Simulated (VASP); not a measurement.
Data:

```
CELL_PARAMETERS angstrom
      0.00000     2.77874     2.77874
      2.77874     0.00000     2.77874
      2.77874     2.77874     0.00000
ATOMIC_POSITIONS crystal
  P  0.00000 0.00000 0.00000
  Ir 0.25000 0.25000 0.25000
  Ir 0.75000 0.75000 0.75000
```

Level of theory: LDA (Ceperley-Alder, Perdew-Zunger), VASP's LDA PAW potentials (set 64) (plane waves; VASP). Settings: 300 eV cut-off, 10×10×10 Γ-centred mesh, Gaussian smearing of 0.050 eV, potentials P Ir.

Question: Give the energies of bands 3 to 14 at the high-symmetry points, in eV from the Fermi level.

Answer: 
```
band      Γ      X      U      L      W
----  -----  -----  -----  -----  -----
3     -7.49  -5.33  -6.58  -6.32  -7.49
4     -7.49  -5.02  -5.51  -6.32  -5.52
5     -5.88  -5.01  -4.85  -3.70  -4.28
6     -5.88  -5.01  -4.51  -3.70  -4.28
7     -0.54  -4.67  -3.76  -2.87  -4.00
8     -0.54  -2.40  -2.41  -2.77  -2.51
9     -0.54  -2.40  -2.13  -2.77  -2.51
10     0.37  -0.85  -1.95  -2.59  -1.74
11     1.56  -0.85  -1.26  -2.59  -1.37
12     1.56  -0.07  -0.85  -2.46  -1.00
13     4.35   1.42   1.81   3.66   1.77
14     4.35   1.67   1.97   4.33   1.77
```

It has no gap at this level: it comes out as a metal or semimetal.

The structure comes from a computed database's PIr2 entry (Fm-3m); how it stands against other phases isn't given here. The cell was not relaxed at this level. The electron count is odd and the run is not spin-polarised, which forces a metal.
